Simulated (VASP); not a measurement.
Crystal: Sb.

```
CELL_PARAMETERS angstrom
2.15060 1.24165 3.74400
-2.15060 1.24165 3.74400
0.00000 -2.48330 3.74400
ATOMIC_POSITIONS crystal
Sb 0.23364 0.23364 0.23364
Sb 0.76636 0.76636 0.76636
```

```yaml
Program: VASP 6.6.1
Task: relaxation of cell and atoms
Functional: PBE
Potentials_or_basis: VASP PAW PBE potentials, release 64 (Sb)
Cutoff: 600 eV
k_mesh: 12 × 12 × 12
Occupations: gaussian, width 0.1 eV
Spin: no spin polarisation
```

At the start: pressure 3.2 GPa; volume 29.99 Å³/atom.

Task: How do energy, volume and symmetry change on relaxing?

Result: Over 9 steps the energy falls by 16.0 meV/atom and the volume is 31.76 Å³/atom (+5.9 %); space group R-3m (No. 166, to 0.05 Å).

Step by step:
| step | energy change (eV) | largest force (eV/Å) | pressure (GPa) | volume (Å³) |
| --- | --- | --- | --- | --- |
| 1 | 0.0000 | 0.2616 | 3.18 | 59.99 |
| 2 | -0.0168 | 0.2557 | -1.75 | 65.31 |
| 3 | -0.0311 | 0.0624 | 0.05 | 63.06 |
| 4 | -0.0314 | 0.0449 | 0.03 | 63.15 |
| 5 | -0.0317 | 0.0118 | 0.01 | 63.33 |
| 6 | -0.0318 | 0.0031 | 0.00 | 63.41 |
| 7 | -0.0319 | 0.0025 | 0.01 | 63.46 |
| 8 | -0.0319 | 0.0018 | 0.01 | 63.51 |
| 9 | -0.0319 | 0.0017 | 0.02 | 63.52 |

Final structure:
```
Sb
1.0
     2.18864    1.26361    3.82799
    -2.18864    1.26361    3.82799
     0.00000   -2.52723    3.82799
Sb
2
Direct
  0.23326 0.23326 0.23326
  0.76674 0.76674 0.76674
```
